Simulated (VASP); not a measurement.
Given:

```yaml
crystal:
  lattice:
    - [0.00000, 2.61154, 2.61154]
    - [2.61154, 0.00000, 2.61154]
    - [2.61154, 2.61154, 0.00000]
  atoms:
    - { symbol: Sr, position: [0.00000, 0.00000, 0.00000] }
    - { symbol: O, position: [0.50000, 0.50000, 0.50000] }
```

The numbers are results of PBE GGA with D4 dispersion, VASP's PBE PAW potentials (set 64) (plane waves; VASP), not measurements. Settings: 520 eV cut-off, 9×9×9 Γ-centred mesh, Gaussian smearing of 0.050 eV, potentials Sr_sv O.

Task: What does the run give for the energy per atom (σ→0), pressure?

Result: 
```
Property                       Result
---------------------  --------------
energy per atom (σ→0)  -6.189 eV/atom
pressure                    -2.43 GPa
```

The compound is SrO in the rock salt structure. This cell is one point of a volume scan, at 1.03 of the reference volume.
